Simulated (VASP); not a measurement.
Computed with PBE GGA, VASP's PBE PAW potentials (set 64) (plane waves; VASP 6.6.1).

The input files of a VASP run:

### INCAR
```
PREC = Accurate
BMIX = 1.0
LWAVE = .FALSE.
LREAL = .FALSE.
IMIX = 4
AMIX = 1.0
SYSTEM = Rh
SIGMA = 0.1   ! width (eV)
GGA = PE   ! PBE
LCHARG = .FALSE.
ISMEAR = 1   ! Methfessel-Paxton
EDIFF = 1E-6   ! SCF stop (eV)
LASPH = .TRUE.   ! aspherical one-centre terms
ALGO = Normal   ! blocked Davidson
ENCUT = 400
LMAXMIX = 4   ! l cut-off of mixed one-centre charges
ISIF = 2
NELM = 100   ! most electronic steps
```

File KPOINTS:
```
K-points
0
Gamma
 15 15 15
```

File POSCAR:
```
Rh
2.7407460
  0.0000000000   0.7071067512   0.7071067512
  0.7071067512   0.0000000000   0.7071067512
  0.7071067512   0.7071067512   0.0000000000
Rh
1
direct
  0.0000000000   0.0000000000   0.0000000000
```

POTCAR, in this order: Rh_pv (PBE.64 set). Program: vasp_std.

The resulting files:

**OSZICAR**
```
       N       E                     dE             d eps       ncg     rms          rms(c)
DAV:   1     0.958826279730E+02    0.95883E+02   -0.82636E+03  2656   0.119E+03
DAV:   2    -0.649159551892E+01   -0.10237E+03   -0.97745E+02  2745   0.341E+02
DAV:   3    -0.774551146428E+01   -0.12539E+01   -0.12492E+01  3042   0.433E+01
DAV:   4    -0.775332308250E+01   -0.78116E-02   -0.78109E-02  2873   0.354E+00
DAV:   5    -0.775344868253E+01   -0.12560E-03   -0.12560E-03  3006   0.417E-01    0.878E+00
DAV:   6    -0.826712182682E+01   -0.51367E+00   -0.88103E+00  2733   0.425E+01    0.792E+00
DAV:   7    -0.724694259601E+01    0.10202E+01   -0.33680E+00  2718   0.266E+01    0.133E+00
DAV:   8    -0.724263314527E+01    0.43095E-02   -0.21441E-02  2784   0.195E+00    0.384E-01
DAV:   9    -0.724303262677E+01   -0.39948E-03   -0.27102E-04  3145   0.181E-01    0.351E-02
DAV:  10    -0.724305724520E+01   -0.24618E-04   -0.10730E-05  2841   0.418E-02    0.180E-02
DAV:  11    -0.724306042426E+01   -0.31791E-05   -0.24872E-06  2865   0.231E-02    0.758E-03
DAV:  12    -0.724305990447E+01    0.51979E-06   -0.23156E-07  1434   0.715E-03
   1 F= -.72430599E+01 E0= -.72430273E+01  d E =-.978598E-04
```

**OUTCAR**
```
------------------------ aborting loop because EDIFF is reached ----------------------------------------
  FORCE on cell =-STRESS in cart. coord.  units (eV):
  Direction    XX          YY          ZZ          XY          YZ          ZX
  --------------------------------------------------------------------------------------
  Total       -0.8786503     -0.8786503     -0.8786503      0.0000000      0.0000000      0.0000000
  in kB      -96.7019724    -96.7019724    -96.7019724      0.0000000      0.0000000      0.0000000
  external PRESSURE =     -96.7019724 kB  Pullay stress =       0.0000000 kB
  volume of cell :       14.56
      direct lattice vectors                 reciprocal lattice vectors
     0.000000000  1.938000000  1.938000000    -0.257997936  0.257997936  0.257997936
     1.938000000  0.000000000  1.938000000     0.257997936 -0.257997936  0.257997936
     1.938000000  1.938000000  0.000000000     0.257997936  0.257997936 -0.257997936
 POSITION                                       TOTAL-FORCE (eV/Angst)
 -----------------------------------------------------------------------------------
      0.00000      0.00000      0.00000         0.000000      0.000000      0.000000
 -----------------------------------------------------------------------------------
    total drift:                               -0.000000     -0.000000     -0.000000
  FREE ENERGIE OF THE ION-ELECTRON SYSTEM (eV)
  ---------------------------------------------------
  free  energy   TOTEN  =        -7.2430599045 eV

  energy  without entropy=       -7.2429620447  energy(sigma->0) =       -7.24302728
```
(Selected blocks of OUTCAR.)

The compound is Rh in the fcc structure. The cell was not relaxed at this level. The run is one of a series of settings (AMIX = 1.0, BMIX = 1.0, IMIX = 4 against the base run), some of them coarse on purpose.
